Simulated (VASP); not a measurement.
Consider the following.

```
KF
1.0
    0.00000     2.67500     2.67500
    2.67500     0.00000     2.67500
    2.67500     2.67500     0.00000
K F
1 1
Cartesian
  0.00000   0.00000   0.00000
  2.67500   2.67500   2.67500
```

Level of theory: eigenvalue-self-consistent GW0 on PBE orbitals, VASP's PBE PAW potentials (set 64) (plane waves; VASP 6.6.1). Run with PREC = Normal, 500 eV cut-off, 4×4×4 Γ-centred mesh, Gaussian smearing of 0.010 eV, potentials K_sv_GW F_GW_new.

The mesh is coarse and the basis finite, so the quasiparticle values are not converged.

NBANDS = 160, ENCUTGW = 200 eV, NOMEGA = 64, 4 updates of the levels in G. The PBE levels (eV) are:

| state | KS energy | filling |
|---|---|---|
| k1 (0.00, 0.00, 0.00), band 5 | -9.82 | 2 |
| k1 (0.00, 0.00, 0.00), band 6 | -0.43 | 2 |
| k1 (0.00, 0.00, 0.00), band 7 | -0.43 | 2 |
| k1 (0.00, 0.00, 0.00), band 8 | -0.43 | 2 |
| k1 (0.00, 0.00, 0.00), band 9 | 5.72 | 0 |
| k1 (0.00, 0.00, 0.00), band 10 | 10.23 | 0 |
| k1 (0.00, 0.00, 0.00), band 11 | 10.23 | 0 |
| k1 (0.00, 0.00, 0.00), band 12 | 10.23 | 0 |
| k8 (-0.25, 0.50, 0.25), band 5 | -9.91 | 2 |
| k8 (-0.25, 0.50, 0.25), band 6 | -0.83 | 2 |
| k8 (-0.25, 0.50, 0.25), band 7 | -0.60 | 2 |
| k8 (-0.25, 0.50, 0.25), band 8 | -0.60 | 2 |
| k8 (-0.25, 0.50, 0.25), band 9 | 9.29 | 0 |
| k8 (-0.25, 0.50, 0.25), band 10 | 9.29 | 0 |
| k8 (-0.25, 0.50, 0.25), band 11 | 10.73 | 0 |
| k8 (-0.25, 0.50, 0.25), band 12 | 12.88 | 0 |

**Question.** Give the quasiparticle energies and renormalisation factors Z.

**Answer.** 
```csv
state,QP energy (eV),Z
"k1 (0.00, 0.00, 0.00), band 5",-13.95,0.84
"k1 (0.00, 0.00, 0.00), band 6",-3.55,0.78
"k1 (0.00, 0.00, 0.00), band 7",-3.55,0.78
"k1 (0.00, 0.00, 0.00), band 8",-3.55,0.78
"k1 (0.00, 0.00, 0.00), band 9",6.90,0.89
"k1 (0.00, 0.00, 0.00), band 10",12.96,0.88
"k1 (0.00, 0.00, 0.00), band 11",12.96,0.88
"k1 (0.00, 0.00, 0.00), band 12",12.96,0.88
"k8 (-0.25, 0.50, 0.25), band 5",-14.04,0.84
"k8 (-0.25, 0.50, 0.25), band 6",-4.03,0.78
"k8 (-0.25, 0.50, 0.25), band 7",-3.75,0.78
"k8 (-0.25, 0.50, 0.25), band 8",-3.75,0.78
"k8 (-0.25, 0.50, 0.25), band 9",11.32,0.88
"k8 (-0.25, 0.50, 0.25), band 10",11.32,0.88
"k8 (-0.25, 0.50, 0.25), band 11",13.56,0.87
"k8 (-0.25, 0.50, 0.25), band 12",16.20,0.85
```
On the mesh the gap opens from 6.16 to 10.45 eV.

The compound is KF in the rock salt structure. The cell was not relaxed at this level. The k-mesh is coarse (spacing up to 0.51 per Å, 2π included), so the numbers may not be converged in it.
